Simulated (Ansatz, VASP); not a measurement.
# Cross-check of InTeF between VASP and Ansatz, part 2 of 2

Wanted: the spread between two codes on one cell, functional and k mesh. The cell is invented: As first built, before any earlier steps moved the atoms (in the runner's words): it takes the YSF structure with some of its atoms replaced by other elements, volume scaled by an estimate. It may not be a known or stable phase. Of the first pair: The cell is taken from a series of VASP runs on this material, whose earlier steps may have relaxed, scaled or displaced it; both programs get it as it stands. Valence electrons are named where the data sets of a main pair hold unlike numbers.

VASP 6.6.1 and Ansatz 0.2.0.

So far. Step 2 (Ansatz: single point, r2SCAN): The run ends at a pressure of -0.12 GPa, with forces up to 0.066 eV/Å.

## Step 5: Other set-ups

Further runs change the set-up of one program: Ansatz's method, potentials or start, or VASP's data sets, cutoff or form of LDA. The table gives Ansatz less VASP for each quantity, since a change that brings one quantity closer may part another.

```
                                        run  r.m.s. force difference (meV/Å)  pressure (GPa)  pressure without Ansatz's Pulay correction (GPa)
                                   as above                               20           -0.13                                             -0.18
                       cores kept as stored                               19           -0.11                                             -0.16
          Ansatz's all-electron LAPW method                               20           -0.13                                                  
   Ansatz's larger PAW set (cutoff 1300 eV)                               21           -0.12                                                  
norm-conserving potentials (cutoff 1250 eV)                               25           -0.21                                             -0.26
```

## Step 6: Ansatz: single point, r2SCAN, volume scaled by 0.96

With cell and atoms fixed, the geometry can't cause a difference; cores, projectors, grids and the points listed under the comparison can. The cell compared in this pair holds 124.65 Å³, against 129.85 Å³ for the pair before.

The cell is a member of a volume series, scaled by 0.96 from a relaxed one, so a pressure remains.

input.yaml

```yaml
crystal:
  lattice:
    - [3.7414029046, 0.0, 0.0]
    - [0.0, 3.7414029046, 0.0]
    - [0.0, 0.0, 8.9051275169]
  atoms:
    - { symbol: Te, position: [0.0, 0.5, 0.6779523072] }
    - { symbol: Te, position: [0.5, 0.0, 0.3220476928] }
    - { symbol: In, position: [0.0, 0.5, 0.1676332449] }
    - { symbol: In, position: [0.5, 0.0, 0.8323667551] }
    - { symbol: F, position: [0.0, 0.0, 0.0] }
    - { symbol: F, position: [0.5, 0.5, 0.0] }
hamiltonian:
  xc: r2scan
  pseudopotentials: { kind: paw }
kpoints:
  mp_grid: { grid: [7, 7, 3] }
scf:
  occupations: { method: gaussian, width: 0.05 }
  n_extra_bands: 5
output:
  forces: true
  stress: true
  eigenvalues: true
```

Command:

```console
> ansatz run input.yaml --threads 4 --pin off --max-ram 9216MiB --backend cpu --events-out ev --progress --plain --runs-dir out
```

Numbers of over 12 decimals in the logs are rounded to 6 here.

Log:

```text
[...]
Crystal: 6 atoms, lattice volume = 124.655 Å³
Basis set: ecut = 500 eV, 3169 PW (Γ), exchange–correlation on 120×120×288 points (64 copies of the dense FFT grid, shifted against one another)
Bands: 41, of which v1, the nominal top of the filled ones, is band 36 counted from 1 (35 counted from 0)
Symmetry: 16 space group operations
[...]
k-points: 20 of 147
[...]
k-point 0: bands = [... 32 lower, 9.0018, 9.0018, 9.1748, 9.1748, 10.2875, 11.4227, 13.1013, 14.6613, ... 1 higher]
  k-point 1: bands = [... 32 lower, 8.8478, 8.8478, 9.3487, 9.3487, 10.5911, 11.6559, 12.7614, 15.1720, ... 1 higher]
  k-point 2: bands = [... 32 lower, 7.5779, 8.7272, 9.1734, 9.3587, 11.2418, 11.8588, 13.7748, 14.5897, ... 1 higher]
  k-point 19: bands = [... 32 lower, 6.0309, 6.4362, 8.0974, 8.2348, 8.7395, 8.9511, 13.6663, 13.8475, ... 1 higher]
[key lines of the parts left out:]
SCF converged after 7 iterations
Free energy (F): -26834.468761 eV
Fermi energy:    9.704429 eV
P = ⅓ Tr σ = 3.0029 GPa (30.029 kbar)
```

It took 4.8 s on 4 threads of Arm Neoverse V1, shared host; peak memory 0.76 GiB; 18 s of CPU time.

The run ends at a pressure of 3.00 GPa, with forces up to 0.22 eV/Å.

## Step 7: VASP: single point, r2SCAN, volume scaled by 0.96

The same cell, functional, mesh and smearing now go to VASP, with its own data sets.

INCAR

```
SYSTEM = InTeF
PREC = Accurate
ENCUT = 520
EDIFF = 1E-06
NELM = 100
ISMEAR = 0
SIGMA = 0.05
LREAL = .FALSE.
ALGO = Normal
METAGGA = R2SCAN
LASPH = .TRUE.
NBANDS = 32
LORBIT = 11
LWAVE = .FALSE.
LCHARG = .FALSE.
KPAR = 2
ISIF = 2
```

POSCAR

```
InTeF
1.0
    3.7414029046      0.0000000000      0.0000000000
    0.0000000000      3.7414029046      0.0000000000
    0.0000000000      0.0000000000      8.9051275169
Te In F
2 2 2
Direct
    0.0000000000      0.5000000000      0.6779523072
    0.5000000000      0.0000000000      0.3220476928
    0.0000000000      0.5000000000      0.1676332449
    0.5000000000      0.0000000000      0.8323667551
    0.0000000000      0.0000000000      0.0000000000
    0.5000000000      0.5000000000      0.0000000000
```

KPOINTS

```
Automatic mesh
0
Gamma
7 7 3
0 0 0
```

The projector-augmented-wave data sets are Te, In_d and F (PBE family, release 64).

Command:

```console
> mpirun -np 2 vasp_std
```

Log:

```text
[banner, memory and clock lines left out]
running    2 mpi-ranks, on    1 nodes
[...]
[... a notice as in an earlier step ...]

 LDA part: xc-table for (None), standard interpolation
 POSCAR, INCAR and KPOINTS ok, starting setup
[...]
entering main loop
       N       E                     dE             d eps       ncg     rms          rms(c)
DAV:   1     0.460484316473E+03    0.46048E+03   -0.24236E+04  1280   0.190E+03
DAV:   2    -0.418031047908E+02   -0.50229E+03   -0.48287E+03  1352   0.493E+02
DAV:   3    -0.119232290015E+03   -0.77429E+02   -0.75891E+02  1672   0.194E+02
DAV:   4    -0.122271658403E+03   -0.30394E+01   -0.30332E+01  1496   0.402E+01
[...]
DAV:  14    -0.109623860359E+03    0.41074E-05   -0.11591E-05  1800   0.254E-02    0.106E-02
DAV:  15    -0.109623858860E+03    0.14983E-05   -0.47816E-06  1592   0.137E-02    0.371E-03
DAV:  16    -0.109623858909E+03   -0.48280E-07   -0.57637E-07   896   0.683E-03
   1 F= -.10962386E+03 E0= -.10962230E+03  d E =-.311184E-02
```

Parts of OUTCAR (step 7):

```text
  Total        2.6016699      2.6016699      2.2098854      0.0000000      0.0000000     -0.0000000
  in kB       33.4390299     33.4390299     28.4034594      0.0000000      0.0000000     -0.0000000
  external PRESSURE =      31.7605064 kB  Pullay stress =       0.0000000 kB

 POSITION                                       TOTAL-FORCE (eV/Angst)
 -----------------------------------------------------------------------------------
      0.00000      1.87070      6.03725         0.000000      0.000000     -0.236384
      1.87070      0.00000      2.86788         0.000000      0.000000      0.236384
      0.00000      1.87070      1.49280         0.000000      0.000000      0.139432
      1.87070      0.00000      7.41233        -0.000000      0.000000     -0.139432
      0.00000      0.00000      0.00000         0.000000      0.000000      0.000000
      1.87070      1.87070      0.00000        -0.000000     -0.000000      0.000000
 -----------------------------------------------------------------------------------
    total drift:                                0.000000      0.000000      0.000000

  FREE ENERGIE OF THE ION-ELECTRON SYSTEM (eV)
  ---------------------------------------------------
  free  energy   TOTEN  =      -109.6238589088 eV

  energy  without entropy=     -109.6207470704  energy(sigma->0) =     -109.62230299

[... 3 further parts left out ...]
[key lines of the parts left out:]
E-fermi :   6.6351
```

The k-mesh is coarse for a metal. The scan keeps the cell's shape and the fractional positions fixed.

## Step 8: Side by side

What differs besides the data sets and the points named for the pairs above, as far as they apply: the data sets hold 72 valence electrons in Ansatz (on its default PAW (the set named soft_2) files) and 52 in VASP. Total energies have different zeros and are not compared.

Both answers:

```
                                        quantity  Ansatz  VASP  difference
                                  pressure (GPa)    3.00  3.18       -0.17
pressure without Ansatz's Pulay correction (GPa)    2.95  3.18       -0.23
```

Forces (eV/Å; atoms numbered as in POSCAR):

```
atom        Ansatz x, y, z          VASP x, y, z
 Te1  0.000, 0.000, -0.222  0.000, 0.000, -0.236
 Te2   0.000, 0.000, 0.222   0.000, 0.000, 0.236
 In3   0.000, 0.000, 0.070   0.000, 0.000, 0.139
 In4  0.000, 0.000, -0.070  0.000, 0.000, -0.139
  F5   0.000, 0.000, 0.000   0.000, 0.000, 0.000
  F6   0.000, 0.000, 0.000   0.000, 0.000, 0.000
```

The forces differ by 23 meV/Å r.m.s., which is 25.6 % of the r.m.s. force of 0.091 eV/Å (both taken over all components). Ansatz's pressure holds a Pulay correction of 0.06 GPa; VASP's holds none.

## Step 9: What the set-up changes

Further runs change the set-up of one program: Ansatz's method, potentials or start, or VASP's data sets, cutoff or form of LDA. The table gives Ansatz less VASP for each quantity, since a change that brings one quantity closer may part another.

```
                                        run  r.m.s. force difference (meV/Å)  pressure (GPa)  pressure without Ansatz's Pulay correction (GPa)
                                   as above                               23           -0.17                                             -0.23
                       cores kept as stored                               22           -0.15                                             -0.21
          Ansatz's all-electron LAPW method                               24           -0.18                                                  
   Ansatz's larger PAW set (cutoff 1300 eV)                               24           -0.17                                                  
norm-conserving potentials (cutoff 1250 eV)                               29           -0.27                                             -0.32
```

## Step 10: Ansatz: single point, r2SCAN, volume scaled by 1.04

A single point gives forces, pressure and levels at one fixed geometry, so differences don't come from the geometry; what else differs is listed under the comparison. The cell compared in this pair holds 135.04 Å³, against 124.65 Å³ for the pair before.

The cell is a member of a volume series, scaled by 1.04 from a relaxed one, so a pressure remains.

input.yaml, as its differences from that of step 6:

```diff
@@ -2,5 +2,5 @@
   lattice:
-    - [3.7414029046, 0.0, 0.0]
-    - [0.0, 3.7414029046, 0.0]
-    - [0.0, 0.0, 8.9051275169]
+    - [3.8425705313, 0.0, 0.0]
+    - [0.0, 3.8425705313, 0.0]
+    - [0.0, 0.0, 9.1459223843]
   atoms:
```

Command:

```console
> ansatz run input.yaml --threads 4 --pin off --max-ram 9216MiB --backend cpu --events-out ev --progress --plain --runs-dir out
```

Log:

```text
[...]
Crystal: 6 atoms, lattice volume = 135.043 Å³
Basis set: ecut = 500 eV, 3373 PW (Γ), exchange–correlation on 120×120×288 points (64 copies of the dense FFT grid, shifted against one another)
Bands: 41, of which v1, the nominal top of the filled ones, is band 36 counted from 1 (35 counted from 0)
Symmetry: 16 space group operations
[...]
k-points: 20 of 147
[...]
k-point 0: bands = [... 32 lower, 7.7789, 7.7789, 7.9451, 7.9451, 8.7240, 9.9495, 11.7853, 13.2723, ... 1 higher]
  k-point 1: bands = [... 32 lower, 7.6531, 7.6531, 8.0857, 8.0857, 9.0038, 10.1144, 11.4544, 13.8254, ... 1 higher]
  k-point 2: bands = [... 32 lower, 6.4582, 7.5291, 7.9323, 8.1065, 9.6933, 10.3189, 12.3948, 13.2529, ... 1 higher]
  k-point 19: bands = [... 32 lower, 5.0582, 5.4626, 6.9045, 7.0395, 7.5695, 7.7611, 12.3516, 12.6186, ... 1 higher]
[key lines of the parts left out:]
SCF converged after 8 iterations
Free energy (F): -26834.466704 eV
Fermi energy:    8.386079 eV
P = ⅓ Tr σ = -2.6242 GPa (-26.242 kbar)
```

Elapsed: 5.3 s, on 4 threads; peak memory 0.78 GiB; 20 s of CPU time.

The run ends at a pressure of -2.62 GPa, with forces up to 0.22 eV/Å.

## Step 11: VASP: single point, r2SCAN, volume scaled by 1.04

The same cell, functional, mesh and smearing now go to VASP, with its own data sets.

INCAR is that of step 7.

POSCAR, as its differences from that of step 7:

```diff
@@ -2,5 +2,5 @@
 1.0
-    3.7414029046      0.0000000000      0.0000000000
-    0.0000000000      3.7414029046      0.0000000000
-    0.0000000000      0.0000000000      8.9051275169
+    3.8425705313      0.0000000000      0.0000000000
+    0.0000000000      3.8425705313      0.0000000000
+    0.0000000000      0.0000000000      9.1459223843
 Te In F
```

KPOINTS is that of step 7.

Command:

```console
> mpirun -np 2 vasp_std
```

Log:

```text
[... set-up lines as in an earlier step ...]
 entering main loop
       N       E                     dE             d eps       ncg     rms          rms(c)
DAV:   1     0.447818253808E+03    0.44782E+03   -0.24173E+04  1280   0.185E+03
DAV:   2    -0.458829777966E+02   -0.49370E+03   -0.47637E+03  1384   0.482E+02
DAV:   3    -0.119732396806E+03   -0.73849E+02   -0.72344E+02  1664   0.189E+02
DAV:   4    -0.122629661082E+03   -0.28973E+01   -0.28857E+01  1472   0.391E+01
[...]
DAV:  12    -0.109639486226E+03    0.98242E-04   -0.44644E-04  1872   0.148E-01    0.861E-02
DAV:  13    -0.109639472655E+03    0.13571E-04   -0.17451E-04  1760   0.789E-02    0.286E-02
DAV:  14    -0.109639471980E+03    0.67529E-06   -0.94127E-06  1768   0.226E-02
   1 F= -.10963947E+03 E0= -.10963777E+03  d E =-.339762E-02
```

From OUTCAR (step 11):

```text
  Total       -2.2618345     -2.2618345     -1.8960911      0.0000000      0.0000000      0.0000000
  in kB      -26.8349129    -26.8349129    -22.4956520      0.0000000      0.0000000      0.0000000
  external PRESSURE =     -25.3884926 kB  Pullay stress =       0.0000000 kB

 POSITION                                       TOTAL-FORCE (eV/Angst)
 -----------------------------------------------------------------------------------
      0.00000      1.92129      6.20050         0.000000     -0.000000      0.207714
      1.92129      0.00000      2.94542         0.000000      0.000000     -0.207714
      0.00000      1.92129      1.53316         0.000000      0.000000     -0.127620
      1.92129      0.00000      7.61276        -0.000000      0.000000      0.127620
      0.00000      0.00000      0.00000         0.000000     -0.000000      0.000000
      1.92129      1.92129      0.00000         0.000000      0.000000      0.000000
 -----------------------------------------------------------------------------------
    total drift:                                0.000000      0.000000      0.000000

  FREE ENERGIE OF THE ION-ELECTRON SYSTEM (eV)
  ---------------------------------------------------
  free  energy   TOTEN  =      -109.6394719795 eV

  energy  without entropy=     -109.6360743575  energy(sigma->0) =     -109.63777317

[... 1 part as in an earlier step ...]

[... 2 further parts left out ...]
[key lines of the parts left out:]
E-fermi :   5.5486
```

The run ends at a pressure of -2.54 GPa, with forces up to 0.21 eV/Å.

## Step 12: Comparison

What differs besides the data sets and the points named for the pairs above, as far as they apply: the data sets hold 72 valence electrons in Ansatz (on its default PAW (the set named soft_2) files) and 52 in VASP. Total energies have different zeros and are not compared.

Compared:

```
      quantity  Ansatz   VASP  difference
pressure (GPa)   -2.62  -2.54       -0.09
```

Forces (eV/Å; atoms numbered as in POSCAR):

```
atom        Ansatz x, y, z          VASP x, y, z
 Te1   0.000, 0.000, 0.217   0.000, 0.000, 0.208
 Te2  0.000, 0.000, -0.217  0.000, 0.000, -0.208
 In3  0.000, 0.000, -0.175  0.000, 0.000, -0.128
 In4   0.000, 0.000, 0.175   0.000, 0.000, 0.128
  F5   0.000, 0.000, 0.000   0.000, 0.000, 0.000
  F6   0.000, 0.000, 0.000   0.000, 0.000, 0.000
```

The forces differ by 16 meV/Å r.m.s., which is 19.7 % of the r.m.s. force of 0.081 eV/Å (both taken over all components). Ansatz's pressure holds a Pulay correction of 0.05 GPa; VASP's holds none.

## Step 13: Other set-ups

Further runs change the set-up of one program: Ansatz's method, potentials or start, or VASP's data sets, cutoff or form of LDA. The table gives Ansatz less VASP for each quantity, since a change that brings one quantity closer may part another.

```
                                        run  r.m.s. force difference (meV/Å)  pressure (GPa)
                                   as above                               16          -0.085
                       cores kept as stored                               15          -0.069
          Ansatz's all-electron LAPW method                               16          -0.087
   Ansatz's larger PAW set (cutoff 1300 eV)                               16          -0.079
norm-conserving potentials (cutoff 1250 eV)                               20           -0.15
```

## Step 14: What came out

```yaml
r_m_s_force_difference_single_point_r2scan: 20 meV/Å
r_m_s_force_difference_single_point_r2scan_volume_scaled_by_0p96: 23 meV/Å
r_m_s_force_difference_single_point_r2scan_volume_scaled_by_1p04: 16 meV/Å
```

The r.m.s. force difference is 23 meV/Å (single point, r2SCAN, volume scaled by 0.96), beyond the 12 meV/Å picked in this series as the mark of a large difference. The data sets hold unlike numbers of valence electrons (72 in Ansatz and 52 in VASP), so part of the differences comes from the potentials. Single point, r2SCAN, norm-conserving potentials (cutoff 1250 eV): the difference in pressure goes from -0.13 to -0.21 GPa; the difference in pressure without Ansatz's Pulay correction goes from -0.18 to -0.26 GPa. Single point, r2SCAN, volume scaled by 0.96, norm-conserving potentials (cutoff 1250 eV): r.m.s. force difference goes from 23 to 29 meV/Å; the difference in pressure goes from -0.17 to -0.27 GPa; the difference in pressure without Ansatz's Pulay correction goes from -0.23 to -0.32 GPa. Single point, r2SCAN, volume scaled by 1.04, norm-conserving potentials (cutoff 1250 eV): the difference in pressure goes from -0.085 to -0.15 GPa. How closely two codes agree says nothing of how well the functional describes the real material.

[Lines on the potential files, build, host, timing and source positions are cut from VASP's logs without a mark.]

[Logs are printed without paths, hosts, clocks, repeated set-up lines and the standing remarks that a program may print on its own settings, such as how far it seeks lower states.]

[Hosts, paths, dates, database ids (printed as entryN), source tags and the programs' standing remarks are cut or masked in the printed files.]
